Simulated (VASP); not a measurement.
A convergence study with VASP on Rh (fcc): one setting is varied, all else stays as given below, so the limit is that of these other settings.

```
Rh
1.0
    0.00000     1.90000     1.90000
    1.90000     0.00000     1.90000
    1.90000     1.90000     0.00000
Rh
1
Direct
  0.00000   0.00000   0.00000
```

Level of theory: LDA (Ceperley-Alder, Perdew-Zunger), VASP's LDA PAW potentials (set 64) (plane waves; VASP 6.6.1). The tightest run used: 550 eV cut-off, 26×26×26 Γ-centred mesh, tetrahedra with Blöchl corrections, potentials Rh_pv.

The settings run are 3×3×3 mesh; 5×5×5 mesh; 6×6×6 mesh; 7×7×7 mesh; 8×8×8 mesh; 9×9×9 mesh; 10×10×10 mesh; 11×11×11 mesh; 12×12×12 mesh; 13×13×13 mesh; 14×14×14 mesh; 15×15×15 mesh; 16×16×16 mesh; 17×17×17 mesh; 18×18×18 mesh; 19×19×19 mesh; 20×20×20 mesh; 21×21×21 mesh; 22×22×22 mesh; 23×23×23 mesh; 24×24×24 mesh; 25×25×25 mesh; 26×26×26 mesh. From which on does the energy per atom stay within 0.01 eV/atom of the tightest run?

From 12×12×12 mesh on: it is off by 0.0051 there and by no more than 0.01 in any finer run, while 11×11×11 mesh is off by 0.0154.
```json
[
 {"setting": "3×3×3 mesh", "E (eV/atom)": "-7.3492", "pressure (GPa)": "12.75", "irreducible k-points": "4", "difference judged (eV/atom)": "1.3200"},
 {"setting": "5×5×5 mesh", "E (eV/atom)": "-8.6011", "pressure (GPa)": "-8.76", "irreducible k-points": "10", "difference judged (eV/atom)": "0.0680"},
 {"setting": "6×6×6 mesh", "E (eV/atom)": "-8.5596", "pressure (GPa)": "-8.03", "irreducible k-points": "16", "difference judged (eV/atom)": "0.1096"},
 {"setting": "7×7×7 mesh", "E (eV/atom)": "-8.7093", "pressure (GPa)": "-10.83", "irreducible k-points": "20", "difference judged (eV/atom)": "0.0402"},
 {"setting": "8×8×8 mesh", "E (eV/atom)": "-8.6324", "pressure (GPa)": "-9.01", "irreducible k-points": "29", "difference judged (eV/atom)": "0.0368"},
 {"setting": "9×9×9 mesh", "E (eV/atom)": "-8.6469", "pressure (GPa)": "-9.93", "irreducible k-points": "35", "difference judged (eV/atom)": "0.0223"},
 {"setting": "10×10×10 mesh", "E (eV/atom)": "-8.6817", "pressure (GPa)": "-10.07", "irreducible k-points": "47", "difference judged (eV/atom)": "0.0126"},
 {"setting": "11×11×11 mesh", "E (eV/atom)": "-8.6537", "pressure (GPa)": "-9.73", "irreducible k-points": "56", "difference judged (eV/atom)": "0.0154"},
 {"setting": "12×12×12 mesh", "E (eV/atom)": "-8.6640", "pressure (GPa)": "-9.97", "irreducible k-points": "72", "difference judged (eV/atom)": "0.0051"},
 {"setting": "13×13×13 mesh", "E (eV/atom)": "-8.6714", "pressure (GPa)": "-10.02", "irreducible k-points": "84", "difference judged (eV/atom)": "0.0023"},
 {"setting": "14×14×14 mesh", "E (eV/atom)": "-8.6649", "pressure (GPa)": "-9.89", "irreducible k-points": "104", "difference judged (eV/atom)": "0.0042"},
 {"setting": "15×15×15 mesh", "E (eV/atom)": "-8.6677", "pressure (GPa)": "-10.01", "irreducible k-points": "120", "difference judged (eV/atom)": "0.0014"},
 {"setting": "16×16×16 mesh", "E (eV/atom)": "-8.6697", "pressure (GPa)": "-9.97", "irreducible k-points": "145", "difference judged (eV/atom)": "0.0006"},
 {"setting": "17×17×17 mesh", "E (eV/atom)": "-8.6684", "pressure (GPa)": "-9.97", "irreducible k-points": "165", "difference judged (eV/atom)": "0.0007"},
 {"setting": "18×18×18 mesh", "E (eV/atom)": "-8.6682", "pressure (GPa)": "-9.99", "irreducible k-points": "195", "difference judged (eV/atom)": "0.0009"},
 {"setting": "19×19×19 mesh", "E (eV/atom)": "-8.6694", "pressure (GPa)": "-9.96", "irreducible k-points": "220", "difference judged (eV/atom)": "0.0003"},
 {"setting": "20×20×20 mesh", "E (eV/atom)": "-8.6689", "pressure (GPa)": "-9.99", "irreducible k-points": "256", "difference judged (eV/atom)": "0.0002"},
 {"setting": "21×21×21 mesh", "E (eV/atom)": "-8.6687", "pressure (GPa)": "-9.98", "irreducible k-points": "286", "difference judged (eV/atom)": "0.0005"},
 {"setting": "22×22×22 mesh", "E (eV/atom)": "-8.6691", "pressure (GPa)": "-9.97", "irreducible k-points": "328", "difference judged (eV/atom)": "0.0001"},
 {"setting": "23×23×23 mesh", "E (eV/atom)": "-8.6689", "pressure (GPa)": "-9.99", "irreducible k-points": "364", "difference judged (eV/atom)": "0.0002"},
 {"setting": "24×24×24 mesh", "E (eV/atom)": "-8.6691", "pressure (GPa)": "-9.99", "irreducible k-points": "413", "difference judged (eV/atom)": "0.0000"},
 {"setting": "25×25×25 mesh", "E (eV/atom)": "-8.6693", "pressure (GPa)": "-9.97", "irreducible k-points": "455", "difference judged (eV/atom)": "0.0001"},
 {"setting": "26×26×26 mesh", "E (eV/atom)": "-8.6691", "pressure (GPa)": "-9.98", "irreducible k-points": "511", "difference judged (eV/atom)": "0.0000"}
]
```

Left out are rungs that failed or repeat a setting and relaxations that didn't move; long series are thinned to 24 rows.

The compound is Rh in the fcc structure. The cell was not relaxed at this level.
